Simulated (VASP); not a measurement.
Level of theory: LDA (Ceperley-Alder, Perdew-Zunger), VASP's LDA PAW potentials (set 64) (plane waves; VASP).

The input files of a VASP run:

### KPOINTS
```
Automatic mesh
0
Gamma
5 5 5
0 0 0
```

### INCAR
```
! general
SYSTEM  = Y2InNi2
PREC    = Accurate
ENCUT   = 300
LREAL   = .False.
LASPH   = .True.

! electronic loop
EDIFF   = 1E-6
NELM    = 100
ALGO    = Normal
LMAXMIX = 4

! smearing
ISMEAR  = 0
SIGMA   = 0.272

! ions
ISIF    = 2

! output
LWAVE   = .False.
LCHARG  = .False.
```

**POSCAR**
```
Y2InNi2
1
    1.9273450000    -7.0824900000     0.0000000000
    1.9273450000     7.0824900000     0.0000000000
    0.0000000000     0.0000000000     3.7188300000
Y In Ni
2 1 2
Direct
  0.3723900000   0.6484580000   0.4950030000
  0.6331230000   0.3541380000   0.4975680000
  0.0060880000   0.0097440000  -0.0019490000
  0.7864410000   0.1824910000   0.0068780000
  0.2019580000   0.8051690000   0.0024990000
```

POTCAR, in this order: Y_sv In_d Ni (LDA.64 set). Program: vasp_std.

The run wrote:

### OUTCAR
```
 ion  position               nearest neighbor table
   1  0.372  0.648  0.495-   4 2.71   4 2.77   4 2.85   4 2.91   5 2.95   5 2.99   3 3.29   3 3.30
                             3 3.30   3 3.31   2 3.66   2 3.73   2 3.93
   2  0.633  0.354  0.498-   5 2.77   5 2.79   5 2.82   5 2.84   4 2.94   4 2.98   3 3.31   3 3.31
                             3 3.37   3 3.38   1 3.66   1 3.73   1 3.93
   3  0.006  0.010  0.998-   4 2.78   5 2.84   1 3.29   1 3.30   1 3.30   2 3.31   1 3.31   2 3.31
                             2 3.37   2 3.38
   4  0.786  0.182  0.007-   5 2.36   5 2.48   1 2.71   1 2.77   3 2.78   1 2.85   1 2.91   2 2.94
                             2 2.98
   5  0.202  0.805  0.002-   4 2.36   4 2.48   2 2.77   2 2.79   2 2.82   3 2.84   2 2.84   1 2.95
                             1 2.99
  LATTYP: Found a base centered orthorhombic cell.
 ALAT       =     3.8546900000
 B/A-ratio  =     3.6747390841
 C/A-ratio  =     0.9647546236
 Subroutine PRICEL returns:
 Original cell was already a primitive cell.
 Subroutine GETGRP returns: Found  1 space group operations
The static configuration has the point symmetry C_1 .
The dynamic configuration has the point symmetry C_1 .
 Subroutine INISYM returns: Found  1 space group operations
 Subroutine IBZKPT returns following result:
 Found     63 irreducible k-points:

 Following reciprocal coordinates:
            Coordinates               Weight
  0.000000  0.000000  0.000000      1.000000
  0.200000  0.000000  0.000000      2.000000
  0.000000  0.200000  0.000000      2.000000
  0.400000  0.000000  0.000000      2.000000
  0.000000  0.400000  0.000000      2.000000
  0.200000  0.200000  0.000000      2.000000
  0.400000  0.200000  0.000000      2.000000
  0.200000  0.400000  0.000000      2.000000
 -0.400000  0.200000  0.000000      2.000000
  0.200000 -0.400000  0.000000      2.000000
 -0.200000  0.200000  0.000000      2.000000
  0.400000  0.400000  0.000000      2.000000
 -0.400000  0.400000  0.000000      2.000000
  0.000000  0.000000  0.200000      2.000000
  0.200000  0.000000  0.200000      2.000000
 -0.200000 -0.000000  0.200000      2.000000
  0.000000  0.200000 -0.200000      2.000000
 -0.000000 -0.200000 -0.200000      2.000000
  0.400000  0.000000  0.200000      2.000000
 -0.400000 -0.000000  0.200000      2.000000
  0.000000  0.400000 -0.200000      2.000000
 -0.000000 -0.400000 -0.200000      2.000000
  0.200000  0.200000  0.200000      2.000000
 -0.200000 -0.200000  0.200000      2.000000
  0.400000  0.200000  0.200000      2.000000
 -0.400000 -0.200000  0.200000      2.000000
  0.200000  0.400000 -0.200000      2.000000
 -0.200000 -0.400000 -0.200000      2.000000
 -0.400000  0.200000  0.200000      2.000000
  0.400000 -0.200000  0.200000      2.000000
  0.200000 -0.400000 -0.200000      2.000000
 -0.200000  0.400000 -0.200000      2.000000
 -0.200000  0.200000  0.200000      2.000000
  0.200000 -0.200000  0.200000      2.000000
  0.400000  0.400000  0.200000      2.000000
 -0.400000 -0.400000  0.200000      2.000000
 -0.400000  0.400000  0.200000      2.000000
  0.400000 -0.400000  0.200000      2.000000
  0.000000  0.000000  0.400000      2.000000
  0.200000  0.000000  0.400000      2.000000
   k-points           NKPTS =     63   k-points in BZ     NKDIM =     63   number of bands    NBANDS=     33
   number of dos      NEDOS =    301   number of ions     NIONS =      5
   total plane-waves  NPLWV =  42336
   dimension x,y,z NGX =    42 NGY =   42 NGZ =   24
   dimension x,y,z NGXF=    84 NGYF=   84 NGZF=   48
   ions per type =               2   1   2
   PREC   = accura    normal or accurate (medium, high low for compatibility)
   ISTART =      0    job   : 0-new  1-cont  2-samecut
   ICHARG =      2    charge: 1-file 2-atom 10-const
...
```

### OSZICAR
```
       N       E                     dE             d eps       ncg     rms          rms(c)
DAV:   1     0.379517021794E+03    0.37952E+03   -0.18405E+04  4158   0.133E+03
DAV:   2    -0.307351232018E+00   -0.37982E+03   -0.37323E+03  4250   0.393E+02
DAV:   3    -0.320544586536E+02   -0.31747E+02   -0.31117E+02  5917   0.120E+02
DAV:   4    -0.352262777235E+02   -0.31718E+01   -0.31445E+01  7263   0.269E+01
DAV:   5    -0.353119266358E+02   -0.85649E-01   -0.85601E-01  5784   0.416E+00    0.507E+01
DAV:   6    -0.369496423813E+02   -0.16377E+01   -0.37354E+01  4673   0.586E+01    0.241E+01
DAV:   7    -0.457546747849E+02   -0.88050E+01   -0.10640E+02  5857   0.841E+01    0.591E+01
DAV:   8    -0.338940502936E+02    0.11861E+02   -0.10108E+02  5960   0.700E+01    0.868E+00
DAV:   9    -0.334285451364E+02    0.46551E+00   -0.47829E+00  6245   0.284E+01    0.651E+00
DAV:  10    -0.332470343976E+02    0.18151E+00   -0.12264E+00  6890   0.170E+01    0.484E+00
DAV:  11    -0.331660893237E+02    0.80945E-01   -0.17763E-01  5823   0.300E+00    0.371E+00
DAV:  12    -0.330967078402E+02    0.69381E-01   -0.85566E-01  6031   0.796E+00    0.170E+00
DAV:  13    -0.330820630648E+02    0.14645E-01   -0.13826E-01  5912   0.402E+00    0.128E+00
DAV:  14    -0.330791116382E+02    0.29514E-02   -0.55486E-03  6084   0.610E-01    0.950E-01
DAV:  15    -0.330725331130E+02    0.65785E-02   -0.27699E-02  5841   0.111E+00    0.296E-01
DAV:  16    -0.330727532127E+02   -0.22010E-03   -0.32725E-03  5955   0.360E-01    0.922E-02
DAV:  17    -0.330728179208E+02   -0.64708E-04   -0.10654E-03  6261   0.321E-01    0.107E-01
DAV:  18    -0.330728104682E+02    0.74527E-05   -0.10357E-04  5842   0.843E-02    0.999E-02
DAV:  19    -0.330727298207E+02    0.80647E-04   -0.16137E-04  5898   0.939E-02    0.383E-02
DAV:  20    -0.330727216112E+02    0.82095E-05   -0.47386E-05  6059   0.433E-02    0.236E-02
DAV:  21    -0.330727208349E+02    0.77632E-06   -0.43217E-06  4289   0.140E-02
   1 F= -.33072721E+02 E0= -.33010488E+02  d E =-.124466E+00
```

OUTCAR:
```
------------------------ aborting loop because EDIFF is reached ----------------------------------------
  FORCE on cell =-STRESS in cart. coord.  units (eV):
  Direction    XX          YY          ZZ          XY          YZ          ZX
  --------------------------------------------------------------------------------------
  Total       -3.0501754     -3.4357766     -3.9144681     -0.1864519     -0.0157649     -0.0253215
  in kB      -48.1341879    -54.2192803    -61.7734110     -2.9423582     -0.2487820     -0.3995938
  external PRESSURE =     -54.7089597 kB  Pullay stress =       0.0000000 kB
  volume of cell :      101.53
      direct lattice vectors                 reciprocal lattice vectors
     1.927345000 -7.082490000  0.000000000     0.259424234 -0.070596640  0.000000000
     1.927345000  7.082490000  0.000000000     0.259424234  0.070596640  0.000000000
     0.000000000  0.000000000  3.718830000     0.000000000  0.000000000  0.268901778
 POSITION                                       TOTAL-FORCE (eV/Angst)
 -----------------------------------------------------------------------------------
      1.96753      1.95525      1.84083        -0.259125      0.142663      0.123426
      1.90279     -1.97591      1.85037         0.151228     -0.003072      0.061481
      0.03051      0.02589      3.71158        -0.072802     -0.167776     -0.001026
      1.86747     -4.27747      0.02558         0.427591      0.124961     -0.138160
      1.94108      4.27224      0.00929        -0.246892     -0.096777     -0.045722
 -----------------------------------------------------------------------------------
    total drift:                               -0.000181      0.002205      0.000821
  FREE ENERGIE OF THE ION-ELECTRON SYSTEM (eV)
  ---------------------------------------------------
  free  energy   TOTEN  =       -33.0727208349 eV

  energy  without entropy=      -32.9482553193  energy(sigma->0) =      -33.01048808
```
(Selected blocks of OUTCAR.)

At this cut-off the stress carries a Pulay error, which pulls relaxed volumes low.

The structure comes from a computed database's Y2InNi2 entry; how it stands against other phases isn't given here. The cell was not relaxed at this level, atoms are displaced from their ideal sites. The k-mesh is coarse (spacing up to 0.34 per Å, 2π included), so the numbers may not be converged in it. The run is not spin-polarised, so no magnetic state was tried. The electron count is odd and the run is not spin-polarised, which forces a metal.
